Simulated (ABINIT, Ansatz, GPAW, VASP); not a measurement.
## One structure in several programs: TiNbB4 (P6/mmm, 6 atoms in the cell)

Self-consistent single point, at a second geometry (lattice scaled by 0.98). First geometry:

```
TiNbB4
1.0
    3.08703     0.00000     0.00000
   -1.54351     2.67345     0.00000
    0.00000     0.00000     6.59943
Ti Nb B
1 1 4
Cartesian
  0.00000   0.00000   3.29971
  0.00000   0.00000   0.00000
  0.00000   1.78230   4.88866
  1.54352   0.89115   1.71077
  1.54352   0.89115   4.88866
  0.00000   1.78230   1.71077
```

Shared settings, as Ansatz (an electronic-structure program) writes them: kpoints.mp_grid.grid = 10 10 4; scf.occupations.method = fermi_dirac; scf.occupations.width = 0.1 eV. Potentials and cutoffs stand in the table.

```json
[
 {"code": "Ansatz", "model": "PBEsol, PAW files made with PBE", "ΔF from the first geometry (meV/atom)": "-7.4", "pressure (GPa)": "6.46", "largest force (eV/Å)": "0.038", "cutoff": "default"},
 {"code": "GPAW", "model": "PBEsol, GPAW PAW datasets PBEsol (made by gpaw-setup)", "ΔF from the first geometry (meV/atom)": "-7.2", "pressure (GPa)": "–", "largest force (eV/Å)": "0.099", "cutoff": "900 eV"},
 {"code": "VASP", "model": "PBEsol, VASP's PBE PAW potentials (set 64)", "ΔF from the first geometry (meV/atom)": "-6.2", "pressure (GPa)": "6.45", "largest force (eV/Å)": "0.052", "cutoff": "400 eV"},
 {"code": "ABINIT", "model": "PBEsol, norm-conserving pseudopotentials (PseudoDojo nc-sr-04 PBEsol standard)", "ΔF from the first geometry (meV/atom)": "-5.7", "pressure (GPa)": "7.11", "largest force (eV/Å)": "0.035", "cutoff": "1143 eV"}
]
```

For VASP (by 0.5 GPa) the energy change implies a higher mean pressure, against the two pressures, than for the other programs: a sign of finite-basis (Pulay) stress.

A dash marks a value that a program does not give, or that is left out as unsure.

On Ansatz's run: spin polarisation is off.

The spread over the programs that give each value: ΔF from the first geometry within 1.7 meV/atom; pressure within 0.66 GPa; largest force within 0.064 eV/Å.

Ansatz's pressure is given at a fixed set of plane waves, as the other plane-wave codes print theirs; with its correction for the finite basis it is 6.60 GPa. The pressure of GPAW is left out: its cutoff lies under the one at which its stress was checked.

VASP's run is marked for a possible Pulay error in its stress at this cutoff; no cutoff test was made.

The starting cell comes from a database of computed structures (which also holds hypothetical and non-ambient phases and stackings), without a prior relaxation at this level. Its lattice was rescaled by a random factor within 2.5 % of one. For this run, on top of that: lattice scaled by 0.98.

Left out of this page: Quantum ESPRESSO, Elk, FLEUR and SIESTA (not drawn, or without a comparable value).

Keys are those of Ansatz 0.2.
